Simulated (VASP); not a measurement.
**Mg(0001) over its thickness**

How many layers does a slab of Mg(0001) need before surface energy, work function and relaxation settle?

Method: PBE; plane waves and PAW (Mg), in VASP 6.6.1.

**1. The structure**

It takes space group P6_3/mmc (No. 194, hexagonal). The conventional cell has a = 3.210 Å, b = 3.210 Å, c = 5.213 Å, α = 90.00°, β = 90.00°, γ = 120.00°. Nearest to Mg lie 12 Mg at 3.20 to 3.21 Å.

As a file:

```cif
data_structure
_symmetry_space_group_name_H-M 'P6_3/mmc'
_symmetry_Int_Tables_number 194
_cell_length_a 3.2100
_cell_length_b 3.2100
_cell_length_c 5.2130
_cell_angle_alpha 90.000
_cell_angle_beta 90.000
_cell_angle_gamma 120.000
_cell_volume 46.52
loop_
_atom_site_label
_atom_site_type_symbol
_atom_site_symmetry_multiplicity
_atom_site_Wyckoff_symbol
_atom_site_fract_x
_atom_site_fract_y
_atom_site_fract_z
_atom_site_occupancy
Mg1 Mg 2 d 0.33333 0.66667 0.75000 1
```

**2. The bulk reference, job relaxation, k-mesh 14×14×8**

The bulk crystal is relaxed first, so that the slabs are cut at this functional's lattice.

INCAR reads:

```
SYSTEM = Mg
PREC = Accurate
ENCUT = 420
EDIFF = 1E-06
NELM = 120
ISMEAR = 1
SIGMA = 0.15
LREAL = .FALSE.
ALGO = Normal
GGA = PE
NBANDS = 8
LORBIT = 11
LWAVE = .FALSE.
LCHARG = .FALSE.
KPAR = 4
IBRION = 2
NSW = 30
ISIF = 3
EDIFFG = -0.01
POTIM = 0.4
```

POSCAR reads:

```
Mg
1.0
    3.2100000000      0.0000000000      0.0000000000
   -1.6050000000      2.7799415461      0.0000000000
    0.0000000000      0.0000000000      5.2130400000
Mg
2
Direct
    0.0000000000      0.0000000000      0.0000000000
    0.3333333333      0.6666666667      0.5000000000
```

KPOINTS reads:

```
Automatic mesh
0
Gamma
14 14 8
0 0 0
```

PAW data sets: Mg (PBE family, release 64).

Command:

```bash
mpirun -np 4 vasp_std
```

Output:

```text
[banner, memory and clock lines left out]
running    4 mpi-ranks, on    1 nodes
 distrk:  each k-point on    1 cores,    4 groups
 distr:  one band on    1 cores,    1 groups

 POSCAR found type information on POSCAR Mg
 POSCAR found :  1 types and       2 ions
 LDA part: xc-table for (Slater+PW92), standard interpolation
 POSCAR, INCAR and KPOINTS ok, starting setup
 FFT: planning ... GRIDC
 FFT: planning ... GRID_SOFT
 FFT: planning ... GRID
 WAVECAR not read
 entering main loop
       N       E                     dE             d eps       ncg     rms          rms(c)
DAV:   1    -0.783250659608E+00   -0.78325E+00   -0.12429E+03  1944   0.288E+02
DAV:   2    -0.301841666070E+01   -0.22352E+01   -0.21592E+01  2592   0.211E+01
DAV:   3    -0.302959084362E+01   -0.11174E-01   -0.11161E-01  2576   0.197E+00
DAV:   4    -0.302962210942E+01   -0.31266E-04   -0.31265E-04  2720   0.878E-02
DAV:   5    -0.302962219538E+01   -0.85960E-07   -0.85905E-07  2536   0.335E-03    0.962E-01
DAV:   6    -0.302369034186E+01    0.59319E-02   -0.64589E-04  2304   0.211E-01    0.616E-01
DAV:   7    -0.301622790231E+01    0.74624E-02   -0.25355E-03  2008   0.367E-01    0.344E-02
DAV:   8    -0.301624108146E+01   -0.13179E-04   -0.16078E-05  3088   0.257E-02    0.761E-03
DAV:   9    -0.301623970827E+01    0.13732E-05   -0.12308E-06  2160   0.579E-03    0.626E-04
DAV:  10    -0.301623945239E+01    0.25588E-06   -0.47924E-09  1320   0.471E-04
   1 F= -.30162395E+01 E0= -.30161312E+01  d E =-.301624E+01
 curvature:   0.00 expect dE= 0.000E+00 dE for cont linesearch  0.000E+00
 trial: gam= 0.00000 g(F)=  0.910E-49 g(S)=  0.187E-02 ort = 0.000E+00 (trialstep = 0.100E+01)
 search vector abs. value=  0.187E-02
 bond charge predicted
       N       E                     dE             d eps       ncg     rms          rms(c)
DAV:   1    -0.301758059336E+01   -0.13409E-02   -0.39827E-03  2456   0.299E-01    0.202E-02
DAV:   2    -0.301757515491E+01    0.54384E-05   -0.15862E-05  2120   0.263E-02    0.130E-02
DAV:   3    -0.301757132037E+01    0.38345E-05   -0.16499E-06  2504   0.699E-03    0.608E-04
DAV:   4    -0.301757119145E+01    0.12893E-06   -0.16572E-08  1128   0.823E-04
   2 F= -.30175712E+01 E0= -.30174640E+01  d E =-.133174E-02
[...]
3 F= -.30178444E+01 E0= -.30177404E+01  d E =-.160499E-02
[...]
4 F= -.30178446E+01 E0= -.30177407E+01  d E =-.160511E-02
[...]
5 F= -.30178613E+01 E0= -.30177662E+01  d E =-.167116E-04
 ZBRENT: can't locate minimum, use default step
 trial-energy change:   -0.000017  1 .order   -0.000017   -0.000018   -0.000015
 step:   4.5653(harm=  6.0444)  dis= 0.00000  next Energy=    -3.017893 (dE=-0.488E-04)
 bond charge predicted
       N       E                     dE             d eps       ncg     rms          rms(c)
DAV:   1    -0.301788876041E+01   -0.27391E-04   -0.37477E-04  2504   0.758E-02    0.857E-03
DAV:   2    -0.301788796217E+01    0.79824E-06   -0.19318E-06  2200   0.850E-03
   6 F= -.30178880E+01 E0= -.30178280E+01  d E =-.433996E-04
 curvature:  -2.79 expect dE=-0.208E-05 dE for cont linesearch -0.146E-05
 trial: gam=-0.15073 g(F)=  0.569E-48 g(S)=  0.744E-06 ort = 0.293E-05 (trialstep = 0.183E+01)
 search vector abs. value=  0.233E-06
 reached required accuracy - stopping structural energy minimisation
```

Elapsed: 29 s, on 4 MPI ranks of AMD EPYC 7571, shared host; peak memory 0.57 GiB.

Lines that name or quote the potential files are left out of all logs, and their timing lines are given in words.

Parts of OUTCAR (step 2):

```text
ion  position               nearest neighbor table
   1  0.000  0.000  0.000-   2 3.20   2 3.20   2 3.20   2 3.20   2 3.20   2 3.20
   2  0.333  0.667  0.500-   1 3.20   1 3.20   1 3.20   1 3.20   1 3.20   1 3.20

  LATTYP: Found a hexagonal cell.
 ALAT       =     3.2100000000
 C/A-ratio  =     1.6240000000

 Subroutine GETGRP returns: Found 24 space group operations
 (whereof 12 operations were pure point group operations)

The static configuration has the point symmetry D_3h.
 The point group associated with its full space group is D_6h.

 Found    120 irreducible k-points:

   k-points           NKPTS =    120   k-points in BZ     NKDIM =    120   number of bands    NBANDS=      8

   dimension x,y,z NGX =    24 NGY =   24 NGZ =   36
   dimension x,y,z NGXF=    48 NGYF=   48 NGZF=   72

   ENCUT  =  420.0 eV  30.87 Ry    5.56 a.u.   5.36  5.36  8.71*2*pi/ulx,y,z

   NELECT =       4.0000    total number of electrons

 k-points in reciprocal lattice and weights: Automatic mesh
   0.00000000  0.00000000  0.00000000       0.001
   0.07142857 -0.00000000  0.00000000       0.004
   0.14285714  0.00000000  0.00000000       0.004
   0.21428571 -0.00000000  0.00000000       0.004
   0.28571429 -0.00000000  0.00000000       0.004
   0.35714286 -0.00000000  0.00000000       0.004
   0.42857143 -0.00000000  0.00000000       0.004
   0.50000000 -0.00000000  0.00000000       0.002
   0.07142857  0.07142857  0.00000000       0.004
[...]
0.28571429  0.28571429  0.50000000       0.004
   0.35714286  0.28571429  0.50000000       0.004

 average (electrostatic) potential at core
       1 -39.1976       2 -39.1976

 E-fermi :   2.6734

 k-point     1 :       0.0000    0.0000    0.0000
  band No.  band energies     occupation
      1      -4.2941      2.00000
      2       0.9375      2.00000
      3       1.3643      2.00000
      4      13.6767      0.00000
      5      13.6767      0.00000
      6      13.8124      0.00000
      7      13.8124      0.00000
      8      14.4781      0.00000

 k-point     2 :       0.0714   -0.0000    0.0000
  band No.  band energies     occupation
      1      -4.1930      2.00000
      2       1.0298      2.00000
      3       1.4627      2.00000
      4      11.7619      0.00000
      5      12.6474      0.00000
      6      13.4340      0.00000
      7      14.9784      0.00000
      8      15.2615      0.00000

 k-point     3 :       0.1429    0.0000    0.0000
  band No.  band energies     occupation
      1      -3.8903      2.00000
      2       1.3071      2.00000
      3       1.7551      2.00000
      4       9.5657      0.00000
      5      11.7179      0.00000
      6      12.4023      0.00000
      7      14.2805      0.00000
      8      14.8795      0.00000

  Total        0.0001015      0.0001015      0.0062085      0.0000000      0.0000000     -0.0000000
  in kB        0.0035577      0.0035577      0.2175639      0.0000000      0.0000000     -0.0000000
  external PRESSURE =       0.0748931 kB  Pullay stress =       0.0000000 kB

  energy-cutoff  :      420.00
  volume of cell :       45.72
      direct lattice vectors                 reciprocal lattice vectors
     3.186076639  0.000000000  0.000000000     0.313865645  0.181210415 -0.000000000
    -1.593038319  2.759223307  0.000000000     0.000000000  0.362420830  0.000000000
     0.000000000  0.000000000  5.200760525     0.000000000 -0.000000000  0.192279570

 POSITION                                       TOTAL-FORCE (eV/Angst)
 -----------------------------------------------------------------------------------
      0.00000      0.00000      0.00000         0.000000     -0.000000      0.000000
     -0.00000      1.83948      2.60038        -0.000000      0.000000      0.000000
 -----------------------------------------------------------------------------------
    total drift:                               -0.000000      0.000000      0.000000

  FREE ENERGIE OF THE ION-ELECTRON SYSTEM (eV)
  ---------------------------------------------------
  free  energy   TOTEN  =        -3.0178879622 eV

  energy  without entropy=       -3.0177079406  energy(sigma->0) =       -3.01782795

 reached required accuracy - stopping structural energy minimisation

 total charge
# of ion       s       p       d       tot
------------------------------------------
    1        0.209   0.127   0.012   0.347
    2        0.209   0.127   0.012   0.347
--------------------------------------------------
tot          0.417   0.254   0.023   0.695

[... 3 further parts left out ...]
```

The run keeps the 24 symmetry operations of its start, so it cannot find a distortion of lower symmetry.

The steps of the relaxation:

| step | energy less that of the first step (eV) | largest force (eV/Å) | pressure (GPa) | volume (Å³) |
| --- | --- | --- | --- | --- |
| 1 | 0.0000 | 0.0000 | -0.61 | 46.52 |
| 2 | -0.0013 | 0.0000 | -0.25 | 46.04 |
| 3 | -0.0016 | 0.0000 | 0.00 | 45.72 |
| 4 | -0.0016 | 0.0000 | 0.01 | 45.71 |
| 5 | -0.0016 | 0.0000 | 0.01 | 45.71 |
| 6 | -0.0016 | 0.0000 | 0.01 | 45.72 |

```
conventional cell, symmetrised  before  after  change
                         a (Å)   3.210  3.186  -0.7 %
                         b (Å)   3.210  3.186  -0.7 %
                         c (Å)   5.213  5.201  -0.2 %
              volume (Å³/atom)   23.26  22.86  -1.7 %
```

The relaxed structure:

```xyz
2
Lattice="3.1861 0.0000 0.0000 -1.5930 2.7592 0.0000 0.0000 0.0000 5.2008" Properties=species:S:1:pos:R:3 pbc="T T T"
Mg    0.0000    0.0000    0.0000
Mg    0.0000    1.8395    2.6004
```

This step gave:

| Quantity | Value |
| --- | --- |
| electronic cycles | 24 |
| electrons | 4 |
| free energy (TOTEN) | -3.018 eV |
| energy at zero smearing | -3.018 eV |
| Fermi energy | 2.673 eV |
| metallic | yes |

The run ended after 6 ionic steps, 0.002 eV below its first step, once forces and stress met EDIFFG = -0.01.

Energy at zero smearing: -3.01783 eV.

**3. The bulk reference, job self-consistent run, k-mesh 17×17×9**

INCAR reads:

```
SYSTEM = Mg
PREC = Normal
ENCUT = 320
EDIFF = 1E-06
NELM = 120
ISMEAR = 1
SIGMA = 0.15
LREAL = .FALSE.
ALGO = Fast
GGA = PE
NBANDS = 8
LORBIT = 11
LWAVE = .FALSE.
LCHARG = .FALSE.
KPAR = 4
```

POSCAR reads:

```
Mg
1.0
    3.1860766385      0.0000000000      0.0000000000
   -1.5930383193      2.7592233073      0.0000000000
    0.0000000000      0.0000000000      5.2007605250
Mg
2
Direct
    0.0000000000      0.0000000000      0.0000000000
    0.3333333333      0.6666666667      0.5000000000
```

KPOINTS reads:

```
Automatic mesh
0
Gamma
17 17 9
0 0 0
```

Command:

```bash
mpirun -np 4 vasp_std
```

Output:

```text
[... set-up lines as in an earlier step ...]
 entering main loop
       N       E                     dE             d eps       ncg     rms          rms(c)
DAV:   1    -0.118776115811E+01   -0.11878E+01   -0.10686E+03  2688   0.225E+02
DAV:   2    -0.301770854925E+01   -0.18299E+01   -0.17278E+01  3560   0.182E+01
DAV:   3    -0.302761463990E+01   -0.99061E-02   -0.99051E-02  3400   0.176E+00
DAV:   4    -0.302764107970E+01   -0.26440E-04   -0.26440E-04  4016   0.783E-02
DAV:   5    -0.302764110958E+01   -0.29882E-07   -0.29865E-07  3400   0.199E-03    0.955E-01
RMM:   6    -0.302170099001E+01    0.59401E-02   -0.47336E-04  2643   0.187E-01    0.611E-01
RMM:   7    -0.301432469901E+01    0.73763E-02   -0.19997E-03  2766   0.356E-01    0.328E-02
RMM:   8    -0.301434277293E+01   -0.18074E-04   -0.85142E-05  2804   0.748E-02    0.756E-03
RMM:   9    -0.301434241539E+01    0.35754E-06   -0.74050E-06  2933   0.195E-02
   1 F= -.30143424E+01 E0= -.30147095E+01  d E =0.110113E-02
```

It took 5 s on 4 MPI ranks; peak memory 0.42 GiB; 17 s of CPU time.

From OUTCAR (step 3):

```text
  Total       -0.0218702     -0.0218702      0.0704191      0.0000000      0.0000000      0.0000000
  in kB       -0.7663976     -0.7663976      2.4676924      0.0000000      0.0000000      0.0000000
  external PRESSURE =       0.3116324 kB  Pullay stress =       0.0000000 kB

 POSITION                                       TOTAL-FORCE (eV/Angst)
 -----------------------------------------------------------------------------------
      0.00000      0.00000      0.00000        -0.000000      0.000000      0.000000
     -0.00000      1.83948      2.60038         0.000000      0.000000      0.000000
 -----------------------------------------------------------------------------------
    total drift:                               -0.000018      0.000010      0.000000

  FREE ENERGIE OF THE ION-ELECTRON SYSTEM (eV)
  ---------------------------------------------------
  free  energy   TOTEN  =        -3.0143424154 eV

  energy  without entropy=       -3.0154435441  energy(sigma->0) =       -3.01470946

[... 3 further parts left out ...]
[key lines of the parts left out:]
E-fermi :   2.6912
```

Numbers from this step:

```
electronic cycles       : 9
free energy (TOTEN)     : -3.014 eV
energy at zero smearing : -3.015 eV
Fermi energy            : 2.691 eV
```

Energy at zero smearing: -3.01471 eV.

The run ends at a pressure of 0.03 GPa.

(Continued in part 2 of 7.)

[Lines on the potential files, build, host, timing and source positions are cut from VASP's logs without a mark.]

[Logs are printed without paths, hosts, clocks, repeated set-up lines and the standing remarks that a program may print on its own settings, such as how far it seeks lower states.]

[Hosts, paths, dates, database ids (printed as entryN), source tags and the programs' standing remarks are cut or masked in the printed files.]

[Runs that stopped without an error message from VASP are left out.]
